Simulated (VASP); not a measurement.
Crystal: SnTeS4.

```
Sn Te S
1.0
     3.76097    0.00000    0.00000
    -1.88048    3.25709    0.00000
     0.00000    0.00000   13.57615
Sn Te S
1 1 4
Cartesian
  0.0000 0.0000 6.7881
  0.0000 0.0000 0.0000
  1.8805 1.0857 12.0041
  1.8805 1.0857 5.3305
  0.0000 2.1714 8.2457
  0.0000 2.1714 1.5721
```

The cell was built by a generator and needn't be a form met in nature.

Base run:

```yaml
Program: VASP 6.6.1
Functional: PBE
Potentials_or_basis: VASP PAW PBE potentials, release 64 (Sn_d, Te, S)
Cutoff: 520 eV
k_mesh: 6 × 6 × 2
Occupations: gaussian, width 0.02 eV
Spin: no spin polarisation
```

Its results: band gap on the k mesh 0.65 eV, indirect (least direct gap 1.26 eV); pressure 0.0 GPa; largest force 0.011 eV/Å.

Task: The run is repeated on the same cell with these changes: functional from PBE to HSE06; further incar settings from ALGO = Normal; EDIFF = 1e-06 to ALGO = Normal; EDIFF = 1e-05. What comes out?

Result: Band gap on the k mesh 1.27 eV, indirect (least direct gap 1.85 eV); pressure -2.9 GPa; largest force 0.478 eV/Å.

Caveats: spin-orbit coupling is left out, which moves the levels of the heavy elements; this functional lacks dispersion, which binds the layers, so the pressure and a relaxed spacing across them are unreliable; the PAW data sets were made with another functional, which shifts forces and pressure a little (some runs).

A k mesh can miss the band edges.
